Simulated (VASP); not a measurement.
Input for VASP

**KPOINTS**
```
kpoints
0
G
  8 8 8
0 0 0
```

### POSCAR
```
AlAs
1.0
  0.0000000000   2.7841393723   2.7841393723
  2.7841393723   0.0000000000   2.7841393723
  2.7841393723   2.7841393723   0.0000000000
Al As
1 1
Cartesian
  0.0000000000   0.0000000000   0.0000000000
  1.3920696861   1.3920696861   1.3920696861
```

### INCAR
```
GGA  =  PS   ! PBEsol
NSW  =  40
ALGO  =  Normal   ! blocked Davidson
ISMEAR  =  0   ! Gaussian
ENCUT  =  500   ! plane-wave cut-off (eV)
EDIFF  =  1E-6   ! SCF stop (eV)
SYSTEM  =  AlAs
LMAXMIX  =  4
EDIFFG  =  -0.02   ! ionic stop
PREC  =  Accurate
IBRION  =  2   ! conjugate gradients
LWAVE  =  .FALSE.
PSTRESS  =  50
LASPH  =  .TRUE.   ! aspherical one-centre terms
NELM  =  100   ! most electronic steps
LCHARG  =  .FALSE.
SIGMA  =  0.05   ! width (eV)
ISIF  =  3
LREAL  =  .FALSE.   ! projection in real space or not
```

POTCAR, in this order: Al As (PBE.64 set). Program: vasp_std.

### Question
Write an equivalent input for Ansatz.

### Answer
One equivalent input (not run):
Ansatz 0.2 input:
```yaml
crystal:
  lattice:
    - [0.0000000, 2.7841394, 2.7841394]
    - [2.7841394, 0.0000000, 2.7841394]
    - [2.7841394, 2.7841394, 0.0000000]
  atoms:
    - { symbol: Al, position: [0.0000000, 0.0000000, 0.0000000] }
    - { symbol: As, position: [0.2500000, 0.2500000, 0.2500000] }
kpoints:
  mp_grid: { grid: [8, 8, 8] }
hamiltonian:
  xc: pbesol
  pseudopotentials: { kind: paw }
scf:
  occupations: { method: gaussian, width: 0.05 }
  max_iter: 100
relax:
  max_steps: 40
  f_tol: 0.02
  cell: { p_target: 5 }
output: { forces: true, stress: true, eigenvalues: true }
```
Limits of the translation: each code has its own PAW files, so the cut-off isn't converted (ENCUT is set for VASP's; basis.ecutwfc is left out, and Ansatz then takes the one that its files recommend); Ansatz stops its SCF on the density residual and VASP on the energy change (EDIFF).

The compound is AlAs in the zinc blende structure. It was relaxed first under an external pressure of 5 GPa.
